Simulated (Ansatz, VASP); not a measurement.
# TaN in two plane-wave programs, part 3 of 3

One calculation is typed for both programs; each brings its own data sets. How far apart do they land? The cell is taken from a series of runs on this material, whose earlier steps may have relaxed, scaled, displaced or heated it; both programs get it as it stands.

VASP 6.6.1 and Ansatz 0.2.0.

So far: The structure; Ansatz: zone-centre phonons, LDA; VASP: zone-centre phonons, LDA.

## Step 3: VASP: zone-centre phonons, LDA (continued)

Level of this step: LDA; plane waves and PAW (N, Ta_pv) (VASP).

Numbers of over 12 decimals in the logs are rounded to 6 here.

From OUTCAR (step 3):

```text
ion  position               nearest neighbor table
   1  0.394  0.000  0.000-   6 2.03   4 2.14   4 2.14   5 2.14   5 2.14
   2  0.606  0.606  0.000-   6 2.03   4 2.14   4 2.14   5 2.14   5 2.14
   3  0.000  0.394  0.000-   6 2.03   5 2.14   5 2.14   4 2.14   4 2.14
   4  0.333  0.667  0.500-   1 2.14   1 2.14   3 2.14   3 2.14   2 2.14   2 2.14   5 2.97   5 2.97
                             5 2.97   6 3.30   6 3.30   6 3.30   6 3.30   6 3.30   6 3.30
   5  0.667  0.333  0.500-   3 2.14   3 2.14   1 2.14   1 2.14   2 2.14   2 2.14   4 2.97   4 2.97
                             4 2.97   6 3.30   6 3.30   6 3.30   6 3.30   6 3.30   6 3.30
   6  0.000  0.000  0.000-   1 2.03   2 2.03   3 2.03   4 3.30   5 3.30   4 3.30   5 3.30   5 3.30
                             5 3.30   4 3.30   4 3.30   5 3.30   5 3.30   4 3.30   4 3.30

  LATTYP: Found a hexagonal cell.
 ALAT       =     5.1475854006
 C/A-ratio  =     0.5587331572

 Subroutine GETGRP returns: Found 12 space group operations
 (whereof 12 operations were pure point group operations)

The static configuration has the point symmetry D_3h.

 Found     84 irreducible k-points:

   k-points           NKPTS =     84   k-points in BZ     NKDIM =     84   number of bands    NBANDS=     30

   dimension x,y,z NGX =    42 NGY =   42 NGZ =   24
   dimension x,y,z NGXF=    84 NGYF=   84 NGZF=   48

   ENCUT  =  600.0 eV  44.10 Ry    6.64 a.u.  10.28 10.28  5.74*2*pi/ulx,y,z

   NELECT =      48.0000    total number of electrons

 k-points in reciprocal lattice and weights: Automatic mesh
   0.00000000  0.00000000  0.00000000       0.001
   0.11111111  0.00000000  0.00000000       0.006
   0.22222222 -0.00000000  0.00000000       0.006
   0.33333333  0.00000000  0.00000000       0.006
   0.44444444 -0.00000000  0.00000000       0.006
   0.11111111  0.11111111  0.00000000       0.006
   0.22222222  0.11111111  0.00000000       0.012
   0.33333333  0.11111111  0.00000000       0.012
   0.44444444  0.11111111  0.00000000       0.006
[...]
-----------------------------------------------------------------------------------
    total drift:                               -0.000000     -0.000001      0.000000

 Eigenvectors and eigenvalues of the dynamical matrix
 ----------------------------------------------------

   1 f  =   21.704970 THz   136.376350 2PiTHz  723.999877 cm-1    89.764504 meV
             X         Y         Z           dx          dy          dz
      2.025654  0.000000  0.000000     0.000000   -0.577350    0.000000
      1.560966  2.703672  0.000000    -0.500000    0.288675   -0.000000
     -1.012827  1.754268  0.000000     0.500000    0.288675   -0.000000
     -0.000000  2.971960  1.438063    -0.000000    0.000000   -0.000000
      2.573793  1.485980  1.438063     0.000000    0.000000    0.000000
      0.000000  0.000000  0.000000    -0.000000   -0.000000   -0.000000

   2 f  =   20.098265 THz   126.281124 2PiTHz  670.405960 cm-1    83.119708 meV
             X         Y         Z           dx          dy          dz
      2.025654  0.000000  0.000000    -0.000005    0.188393    0.000000
      1.560966  2.703672  0.000000    -0.418653   -0.536738    0.000000
     -1.012827  1.754268  0.000000     0.418653   -0.536733   -0.000000
     -0.000000  2.971960  1.438063     0.023041    0.029588    0.000000
      2.573793  1.485980  1.438063    -0.023040    0.029588    0.000000
      0.000000  0.000000  0.000000     0.000001    0.187043    0.000000

   3 f  =   20.098265 THz   126.281124 2PiTHz  670.405960 cm-1    83.119708 meV
             X         Y         Z           dx          dy          dz
      2.025654  0.000000  0.000000     0.778445    0.000001    0.000000
      1.560966  2.703672  0.000000     0.053314    0.418650    0.000000
     -1.012827  1.754268  0.000000     0.053319   -0.418656   -0.000000
     -0.000000  2.971960  1.438063    -0.029588    0.023041    0.000000
      2.573793  1.485980  1.438063    -0.029588   -0.023040   -0.000000
      0.000000  0.000000  0.000000    -0.187043    0.000001   -0.000000

   4 f  =   19.098103 THz   119.996923 2PiTHz  637.044160 cm-1    78.983374 meV
             X         Y         Z           dx          dy          dz
      2.025654  0.000000  0.000000     0.577350   -0.000000   -0.000000
      1.560966  2.703672  0.000000    -0.288675   -0.500000   -0.000000
     -1.012827  1.754268  0.000000    -0.288675    0.500000    0.000000
     -0.000000  2.971960  1.438063    -0.000000   -0.000000   -0.000000
      2.573793  1.485980  1.438063    -0.000000    0.000000    0.000000
      0.000000  0.000000  0.000000    -0.000000    0.000000   -0.000000

   5 f  =   18.652814 THz   117.199086 2PiTHz  622.190898 cm-1    77.141805 meV
             X         Y         Z           dx          dy          dz
      2.025654  0.000000  0.000000     0.000001   -0.776004   -0.000000
      1.560966  2.703672  0.000000     0.264020   -0.318712   -0.000000
     -1.012827  1.754268  0.000000    -0.264017   -0.318710   -0.000000
     -0.000000  2.971960  1.438063    -0.028875    0.149529    0.000000
      2.573793  1.485980  1.438063     0.028874    0.149529    0.000000
      0.000000  0.000000  0.000000    -0.000000    0.094166    0.000000

   6 f  =   18.652814 THz   117.199086 2PiTHz  622.190898 cm-1    77.141805 meV
             X         Y         Z           dx          dy          dz
      2.025654  0.000000  0.000000    -0.166280   -0.000002    0.000000
      1.560966  2.703672  0.000000    -0.623572    0.264018   -0.000000
     -1.012827  1.754268  0.000000    -0.623574   -0.264020    0.000000
     -0.000000  2.971960  1.438063     0.149529    0.028875    0.000000
      2.573793  1.485980  1.438063     0.149529   -0.028874   -0.000000
      0.000000  0.000000  0.000000     0.094166    0.000000    0.000000

   7 f  =   18.381806 THz   115.496294 2PiTHz  613.151054 cm-1    76.021008 meV
             X         Y         Z           dx          dy          dz
      2.025654  0.000000  0.000000     0.000000    0.000000   -0.554038
      1.560966  2.703672  0.000000    -0.000000    0.000000   -0.554038
     -1.012827  1.754268  0.000000     0.000000    0.000000   -0.554038
     -0.000000  2.971960  1.438063     0.000000   -0.000000    0.190361
      2.573793  1.485980  1.438063    -0.000000   -0.000000    0.190361
      0.000000  0.000000  0.000000     0.000000    0.000000    0.081561

   8 f  =   17.869300 THz   112.276124 2PiTHz  596.055695 cm-1    73.901454 meV
             X         Y         Z           dx          dy          dz
      2.025654  0.000000  0.000000     0.000000    0.000000    0.678688
      1.560966  2.703672  0.000000     0.000000   -0.000000   -0.732456
     -1.012827  1.754268  0.000000     0.000000    0.000000    0.053768
     -0.000000  2.971960  1.438063     0.000000   -0.000000    0.000000
      2.573793  1.485980  1.438063     0.000000   -0.000000   -0.000000
      0.000000  0.000000  0.000000    -0.000000    0.000000    0.000000

   9 f  =   17.869300 THz   112.276124 2PiTHz  596.055695 cm-1    73.901454 meV
             X         Y         Z           dx          dy          dz
      2.025654  0.000000  0.000000     0.000000    0.000000   -0.453927
      1.560966  2.703672  0.000000     0.000000   -0.000000   -0.360797
     -1.012827  1.754268  0.000000     0.000000   -0.000000    0.814724
     -0.000000  2.971960  1.438063    -0.000000    0.000000    0.000000
      2.573793  1.485980  1.438063    -0.000000    0.000000    0.000000
      0.000000  0.000000  0.000000     0.000000    0.000000    0.000000

  10 f  =    7.081806 THz    44.496299 2PiTHz  236.223619 cm-1    29.287983 meV
             X         Y         Z           dx          dy          dz
      2.025654  0.000000  0.000000     0.000415    0.000000   -0.000000
      1.560966  2.703672  0.000000    -0.019196    0.011323    0.000000
     -1.012827  1.754268  0.000000    -0.019196   -0.011322    0.000000
     -0.000000  2.971960  1.438063     0.083028   -0.693186   -0.000000
      2.573793  1.485980  1.438063     0.083036    0.693185    0.000000
      0.000000  0.000000  0.000000    -0.155579    0.000001    0.000000

  11 f  =    7.081806 THz    44.496299 2PiTHz  236.223619 cm-1    29.287983 meV
             X         Y         Z           dx          dy          dz
      2.025654  0.000000  0.000000    -0.000000    0.025733   -0.000000
      1.560966  2.703672  0.000000    -0.011322    0.006122   -0.000000
     -1.012827  1.754268  0.000000     0.011323    0.006122    0.000000
     -0.000000  2.971960  1.438063    -0.693186   -0.083028   -0.000000
      2.573793  1.485980  1.438063     0.693185   -0.083036    0.000000
      0.000000  0.000000  0.000000     0.000001    0.155579   -0.000000

  12 f  =    5.842952 THz    36.712352 2PiTHz  194.899909 cm-1    24.164498 meV
             X         Y         Z           dx          dy          dz
      2.025654  0.000000  0.000000     0.000000   -0.000000   -0.000000
      1.560966  2.703672  0.000000     0.000000    0.000000   -0.000000
     -1.012827  1.754268  0.000000    -0.000000    0.000000    0.000000
     -0.000000  2.971960  1.438063     0.000000   -0.000000   -0.707107
      2.573793  1.485980  1.438063    -0.000000   -0.000000    0.707107
      0.000000  0.000000  0.000000     0.000000    0.000000    0.000000

  13 f  =    5.801080 THz    36.449259 2PiTHz  193.503194 cm-1    23.991328 meV
             X         Y         Z           dx          dy          dz
      2.025654  0.000000  0.000000     0.000018    0.066242   -0.000000
      1.560966  2.703672  0.000000    -0.069974   -0.054935   -0.000000
     -1.012827  1.754268  0.000000     0.069965   -0.054962    0.000000
     -0.000000  2.971960  1.438063    -0.134719    0.400693   -0.000000
      2.573793  1.485980  1.438063     0.134569    0.400743    0.000000
      0.000000  0.000000  0.000000     0.000148   -0.788907    0.000000
    [... 43 further lines ...]
      2.573793  1.485980  1.438063     0.028949    0.555390    0.000000
      0.000000  0.000000  0.000000     0.029022    0.555632    0.000000

 ELASTIC MODULI CONTR FROM IONIC RELAXATION (kBar)
 Direction    XX          YY          ZZ          XY          YZ          ZX
 --------------------------------------------------------------------------------
 XX        -553.8376    178.3386     53.4194      0.0000     -0.0000      0.0000
 YY         178.3386   -553.8376     53.4194      0.0000      0.0000      0.0000
 ZZ          53.4194     53.4194    -15.1992     -0.0000      0.0000     -0.0000
 XY           0.0000      0.0000     -0.0000   -366.0905      0.0000     -0.0000
 YZ          -0.0000      0.0000      0.0000      0.0000    -39.5540     -0.0000
 ZX           0.0000      0.0000     -0.0000     -0.0000     -0.0000    -31.8987
 --------------------------------------------------------------------------------
```

## Step 4: Comparison

Known differences besides the potentials themselves: the two LDA forms differ slightly; the data sets hold 54 valence electrons in Ansatz (on its PAW soft_1 files) and 48 in VASP; the cutoff is 420 eV in Ansatz and 600 eV in VASP; VASP's log shows a relativistic correction to its local exchange, Ansatz's none. Total energies have different zeros and are not compared.

Both answers:

```csv
quantity,Ansatz,VASP,difference
optical mode 1 (cm⁻¹),150.6,150.3,+0.20 %
optical mode 2 to 3 (cm⁻¹),193.0,193.5,-0.28 %
optical mode 4 (cm⁻¹),193.7,194.9,-0.64 %
optical mode 5 to 6 (cm⁻¹),235.4,236.2,-0.35 %
optical mode 7 to 8 (cm⁻¹),591.7,596.1,-0.74 %
optical mode 9 (cm⁻¹),609.9,613.2,-0.53 %
optical mode 10 to 11 (cm⁻¹),617.0,622.2,-0.83 %
optical mode 12 (cm⁻¹),631.4,637.0,-0.88 %
optical mode 13 to 14 (cm⁻¹),665.4,670.4,-0.74 %
optical mode 15 (cm⁻¹),719.3,724.0,-0.65 %
```

Modes are paired by rising frequency, not by their patterns, so a pair may set unlike modes beside each other; they are those without the splitting of longitudinal modes.

## Step 5: Summary of results

* r.m.s. difference of the optical zone-centre modes, each program's sorted by frequency (zone-centre phonons, LDA): 3.7 cm⁻¹
* difference in optical mode 12 (zone-centre phonons, LDA): -0.9 %

**Reading.** The r.m.s. difference of the optical zone-centre modes, each program's sorted by frequency is 3.7 cm⁻¹ (zone-centre phonons, LDA). The data sets hold unlike numbers of valence electrons (54 in Ansatz and 48 in VASP), so part of the differences comes from the potentials. Among the rows given in per cent, the largest difference of the zone-centre phonons, LDA pair is in optical mode 12, -0.9 %. How closely two codes agree says nothing of how well the functional describes the real material.

[Lines on the potential files, build, host, timing and source positions are cut from VASP's logs without a mark.]

[Logs are printed without paths, hosts, clocks, repeated set-up lines and the standing remarks that a program may print on its own settings, such as how far it seeks lower states.]

[Hosts, paths, dates, database ids (printed as entryN), source tags and the programs' standing remarks are cut or masked in the printed files.]
